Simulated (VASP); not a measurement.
Input:

```yaml
crystal:
  lattice:
    - [3.11864, 0.00000, 0.00000]
    - [-1.55932, 2.70083, 0.00000]
    - [0.00000, 0.00000, 11.73654]
  atoms:
    - { symbol: V, position: [0.66667, 0.33333, 0.75000] }
    - { symbol: V, position: [0.33333, 0.66667, 0.25000] }
    - { symbol: S, position: [0.33333, 0.66667, 0.87582] }
    - { symbol: S, position: [0.66667, 0.33333, 0.12418] }
    - { symbol: S, position: [0.66667, 0.33333, 0.37582] }
    - { symbol: S, position: [0.33333, 0.66667, 0.62418] }
```

These are PBEsol GGA with spin-orbit coupling, VASP's PBE PAW potentials (set 64) (plane waves; VASP 6.6.1) values and carry that method's errors. Numerical set-up: 400 eV cut-off, 10×10×3 Γ-centred mesh, Gaussian smearing of 0.050 eV, potentials V_sv S.

The run has a spin-polarised start. Without a dispersion term in the relaxation, distances and binding between the weakly bound layers, chains or molecules are unreliable, and so is what depends on them.

Problem. Estimate the energy per atom (σ→0), band gap (over mesh and band path) with the smallest direct gap where there is one.

Solution. 
```json
{
  "band gap (over mesh and band path)": "none (metal, semimetal or under 0.01 eV)",
  "energy per atom (σ→0)": "-683.2 kJ/mol of atoms"
}
```

Only differences to runs with the same potentials and settings are physical.

The structure comes from a computed database's VS2 entry (P6_3/mmc); how it stands against other phases isn't given here. It was relaxed first, which changed the volume by -11 %.
